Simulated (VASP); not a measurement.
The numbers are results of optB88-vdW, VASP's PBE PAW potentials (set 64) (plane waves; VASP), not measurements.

Input for VASP

**INCAR**
```
# general
SYSTEM   = Pt
PREC     = Accurate
ENCUT    = 520
LREAL    = .FALSE.
LASPH    = .TRUE.

# electronic loop
EDIFF    = 1E-6
NELM     = 100
ALGO     = Normal
LMAXMIX  = 6

# smearing
ISMEAR   = 1
SIGMA    = 0.1

# functional
GGA      = BO
LUSE_VDW = .TRUE.
AGGAC    = 0.0
PARAM1   = 0.1833333333
PARAM2   = 0.22

# ions
IBRION   = 2
NSW      = 60
ISIF     = 3
EDIFFG   = -0.01

# output
LWAVE    = .FALSE.
LCHARG   = .FALSE.
```

**POSCAR**
```
Pt
1
    0.0000000000     1.9892311990     1.9892311990
    1.9892311990     0.0000000000     1.9892311990
    1.9892311990     1.9892311990     0.0000000000
Pt
1
Direct
  0.0000000000   0.0000000000   0.0000000000
```

File KPOINTS:
```
K-points
0
G
  14 14 14
```

POTCAR, in this order: Pt (PBE.64 set). Program: vasp_std.

Output

File OSZICAR:
```
       N       E                     dE             d eps       ncg     rms          rms(c)
DAV:   1     0.375593267721E+02    0.37559E+02   -0.54985E+03  1976   0.103E+03
DAV:   2    -0.341519574398E+01   -0.40975E+02   -0.38915E+02  2015   0.181E+02
DAV:   3    -0.385712748363E+01   -0.44193E+00   -0.43619E+00  2196   0.188E+01
DAV:   4    -0.385873498443E+01   -0.16075E-02   -0.16073E-02  2108   0.120E+00
DAV:   5    -0.385874665764E+01   -0.11673E-04   -0.11673E-04  2176   0.952E-02    0.110E+01
DAV:   6    -0.354952732512E+01    0.30922E+00   -0.88296E-01  1905   0.834E+00    0.587E+00
DAV:   7    -0.351780688532E+01    0.31720E-01   -0.11825E-01  2019   0.299E+00    0.238E+00
DAV:   8    -0.351459587362E+01    0.32110E-02   -0.36582E-03  1994   0.616E-01    0.372E-01
DAV:   9    -0.351451073963E+01    0.85134E-04   -0.33731E-05  2009   0.638E-02    0.126E-02
DAV:  10    -0.351451611844E+01   -0.53788E-05   -0.33019E-06  2083   0.227E-02    0.288E-03
DAV:  11    -0.351451608002E+01    0.38421E-07   -0.37297E-08  1018   0.200E-03
   1 F= -.35145161E+01 E0= -.35146347E+01  d E =-.351452E+01
```

OUTCAR:
```
------------------------ aborting loop because EDIFF is reached ----------------------------------------
  FORCE on cell =-STRESS in cart. coord.  units (eV):
  Direction    XX          YY          ZZ          XY          YZ          ZX
  --------------------------------------------------------------------------------------
  Total       -0.0069259     -0.0069259     -0.0069259      0.0000000     -0.0000000      0.0000000
  in kB       -0.7048522     -0.7048522     -0.7048522      0.0000000     -0.0000000      0.0000000
  external PRESSURE =      -0.7048522 kB  Pullay stress =       0.0000000 kB
  volume of cell :       15.74
      direct lattice vectors                 reciprocal lattice vectors
     0.000000000  1.989231199  1.989231199    -0.251353387  0.251353387  0.251353387
     1.989231199  0.000000000  1.989231199     0.251353387 -0.251353387  0.251353387
     1.989231199  1.989231199  0.000000000     0.251353387  0.251353387 -0.251353387
 POSITION                                       TOTAL-FORCE (eV/Angst)
 -----------------------------------------------------------------------------------
      0.00000      0.00000      0.00000         0.000000      0.000000      0.000000
 -----------------------------------------------------------------------------------
    total drift:                                0.000000     -0.000000     -0.000000
  FREE ENERGIE OF THE ION-ELECTRON SYSTEM (eV)
  ---------------------------------------------------
  free  energy   TOTEN  =        -3.5145160800 eV

  energy  without entropy=       -3.5148718637  energy(sigma->0) =       -3.51463467

 reached required accuracy - stopping structural energy minimisation
```
(Selected blocks of OUTCAR.)

### OUTCAR
```
 val. band max:       10.3244427730   @ k =   0.5000   0.3571   0.0714

 cond. band min:      10.3405331337   @ k =   0.4286   0.1429   0.0000


 Fermi energy:        10.3294529668

 k-point     1 :       0.0000    0.0000    0.0000
  band No.  band energies     occupation
      1       0.6973      2.00000
      2       6.8254      2.00000
      3       6.8254      2.00000
      4       6.8255      2.00000
      5       8.8232      2.00000
      6       8.8232      2.00000
      7      25.3864      0.00000
      8      29.9569      0.00000
      9      29.9569      0.00000

 k-point     2 :       0.0714    0.0000    0.0000
  band No.  band energies     occupation
      1       0.8938      2.00000
      2       6.7447      2.00000
      3       6.9012      2.00000
      4       6.9012      2.00000
      5       8.7834      2.00000
      6       8.7834      2.00000
      7      25.6778      0.00000
      8      28.9626      0.00000
      9      30.2476      0.00000

 k-point     3 :       0.1429    0.0000    0.0000
  band No.  band energies     occupation
      1       1.4535      2.00000
      2       6.5622      2.00000
      3       7.0773      2.00000
      4       7.0773      2.00000
      5       8.7263      2.00000
      6       8.7263      2.00000
      7      26.3766      0.00000
      8      27.0446      0.00000
      9      31.0683      0.00000

 k-point     4 :       0.2143    0.0000    0.0000
  band No.  band energies     occupation
      1       2.2585      2.00000
      2       6.4593      2.00000
      3       7.1916      2.00000
      4       7.1916      2.00000
      5       8.8337      2.00000
      6       8.8337      2.00000
      7      24.7535      0.00000
      8      26.9932      0.00000
      9      32.1966      0.00000

 k-point     5 :       0.2857    0.0000    0.0000
  band No.  band energies     occupation
      1       3.0241      2.00000
      2       6.7702      2.00000
      3       7.1208      2.00000
...
```

Unless said otherwise, spin-orbit coupling is left out, though it shifts the bands of the heavy elements here.

The compound is Pt in the fcc structure. It was relaxed first. The start is the result of an earlier pass.
